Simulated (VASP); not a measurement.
Output of a VASP run:

OSZICAR:
```
       N       E                     dE             d eps       ncg     rms          rms(c)
DAV:   1     0.195198201577E+02    0.19520E+02   -0.76089E+03  1685   0.117E+03
DAV:   2    -0.838805635081E+02   -0.10340E+03   -0.98208E+02  2311   0.394E+02
DAV:   3    -0.890788259403E+02   -0.51983E+01   -0.50792E+01  2236   0.677E+01
DAV:   4    -0.892373558985E+02   -0.15853E+00   -0.15528E+00  2089   0.844E+00
DAV:   5    -0.892397185856E+02   -0.23627E-02   -0.23576E-02  2081   0.979E-01    0.355E+01
DAV:   6    -0.840632676615E+02    0.51765E+01   -0.11922E+01  1516   0.348E+01    0.123E+01
DAV:   7    -0.836844307345E+02    0.37884E+00   -0.21696E+00  2252   0.182E+01    0.844E+00
DAV:   8    -0.838293939510E+02   -0.14496E+00   -0.35799E-01  2415   0.739E+00    0.445E+00
DAV:   9    -0.837746620350E+02    0.54732E-01   -0.35377E-01  2343   0.580E+00    0.723E-01
DAV:  10    -0.837921174488E+02   -0.17455E-01   -0.52665E-02  1631   0.273E+00    0.352E-01
DAV:  11    -0.837629259617E+02    0.29191E-01   -0.42614E-02  1829   0.235E+00    0.574E-01
DAV:  12    -0.837891534819E+02   -0.26228E-01   -0.31467E-02  1758   0.164E+00    0.774E-02
DAV:  13    -0.837892353065E+02   -0.81825E-04   -0.94466E-04  1899   0.277E-01    0.940E-02
DAV:  14    -0.837892719179E+02   -0.36611E-04   -0.40316E-05  2171   0.519E-02    0.119E-01
DAV:  15    -0.837890304062E+02    0.24151E-03   -0.27646E-04  1990   0.162E-01    0.159E-01
DAV:  16    -0.837895493855E+02   -0.51898E-03   -0.24087E-03  2063   0.500E-01    0.400E-01
DAV:  17    -0.837895709345E+02   -0.21549E-04   -0.10070E-04  1939   0.949E-02    0.477E-01
DAV:  18    -0.837894468776E+02    0.12406E-03   -0.12799E-04  1815   0.116E-01    0.368E-01
DAV:  19    -0.837895601007E+02   -0.11322E-03   -0.15928E-04  1674   0.130E-01    0.221E-01
DAV:  20    -0.837895471680E+02    0.12933E-04   -0.94532E-06  1906   0.343E-02    0.243E-01
DAV:  21    -0.837895889753E+02   -0.41807E-04   -0.30731E-05  1773   0.564E-02    0.149E-01
DAV:  22    -0.837896268776E+02   -0.37902E-04   -0.22358E-05  2072   0.425E-02    0.598E-02
DAV:  23    -0.837896363086E+02   -0.94310E-05   -0.57340E-06  1709   0.213E-02    0.256E-02
DAV:  24    -0.837896406232E+02   -0.43146E-05   -0.45917E-07   828   0.684E-03    0.120E-02
DAV:  25    -0.837896389989E+02    0.16243E-05   -0.58473E-07   768   0.102E-02    0.773E-03
DAV:  26    -0.837896427997E+02   -0.38008E-05   -0.35098E-07   793   0.988E-03    0.787E-04
DAV:  27    -0.837896435956E+02   -0.79587E-06   -0.18704E-07   768   0.750E-03
   1 F= -.83789644E+02 E0= -.83789810E+02  d E =-.837896E+02
```

OUTCAR:
```
------------------------ aborting loop because EDIFF is reached ----------------------------------------
  FORCE on cell =-STRESS in cart. coord.  units (eV):
  Direction    XX          YY          ZZ          XY          YZ          ZX
  --------------------------------------------------------------------------------------
  Total        0.0086341      0.0086341      0.0086341      0.0000000      0.0000000     -0.0000000
  in kB        0.3394907      0.3394907      0.3394907      0.0000000      0.0000000     -0.0000000
  external PRESSURE =       0.3394907 kB  Pullay stress =       0.0000000 kB
  volume of cell :       40.75
      direct lattice vectors                 reciprocal lattice vectors
     3.441115245  0.000000000  0.000000000     0.290603461  0.000000000  0.000000000
     0.000000000  3.441115245  0.000000000     0.000000000  0.290603461  0.000000000
     0.000000000  0.000000000  3.441115245     0.000000000  0.000000000  0.290603461
 POSITION                                       TOTAL-FORCE (eV/Angst)
 -----------------------------------------------------------------------------------
      0.00000      0.00000      0.00000         0.000000      0.000000      0.000000
      1.72056      1.72056      1.72056         0.000000      0.000000      0.000000
 -----------------------------------------------------------------------------------
    total drift:                                0.000000      0.000000     -0.000000
  FREE ENERGIE OF THE ION-ELECTRON SYSTEM (eV)
  ---------------------------------------------------
  free  energy   TOTEN  =       -83.7896435956 eV

  energy  without entropy=      -83.7901430650  energy(sigma->0) =      -83.78981009

 reached required accuracy - stopping structural energy minimisation
```
(Selected blocks of OUTCAR.)

### POSCAR
```
HoPd
1
    3.4411152447     0.0000000000    -0.0000000000
   -0.0000000000     3.4411152447     0.0000000000
   -0.0000000000    -0.0000000000     3.4411152447
Ho Pd
1 1
Direct
  0.0000000000   0.0000000000   0.0000000000
  0.5000000000   0.5000000000   0.5000000000
```

Q: Reconstruct the remaining input files.

A: Several could match; the one computed here: the input of the run itself, SCAN meta-GGA, plane waves, VASP's PBE PAW potentials (set 64).

**INCAR**
```
! general
SYSTEM =HoPd
PREC   =Accurate
ENCUT  =400   ! plane-wave cut-off (eV)
LREAL  =.FALSE.   ! projection in real space or not
LASPH  =.TRUE.   ! aspherical one-centre terms

! electronic loop
EDIFF  =1E-6   ! SCF stop (eV)
NELM   =100
ALGO   =Normal
LMAXMIX=6
LMIXTAU=.TRUE.

! smearing
ISMEAR =1   ! Methfessel-Paxton
SIGMA  =0.1   ! width (eV)

! functional
METAGGA=SCAN

! ions
IBRION =2   ! conjugate gradients
NSW    =60   ! most ionic steps
ISIF   =3
EDIFFG =-0.01   ! ionic stop

! output
LWAVE  =.FALSE.
LCHARG =.FALSE.
```

### KPOINTS
```
Automatic mesh
0
Gamma
10 10 10
0 0 0
```

POTCAR, in this order: Ho_3 Pd (PBE.64 set). Program: vasp_std.

The 4f electrons are frozen in the core of the lanthanide potential, so 4f levels, which can set the real gap, and their magnetism are missing.

The structure comes from a measured HoPd entry (Pm-3m) of the Crystallography Open Database, whose conditions weren't checked. It was relaxed first. The start is the result of an earlier pass. The electron count is odd and the run is not spin-polarised, which forces a metal.
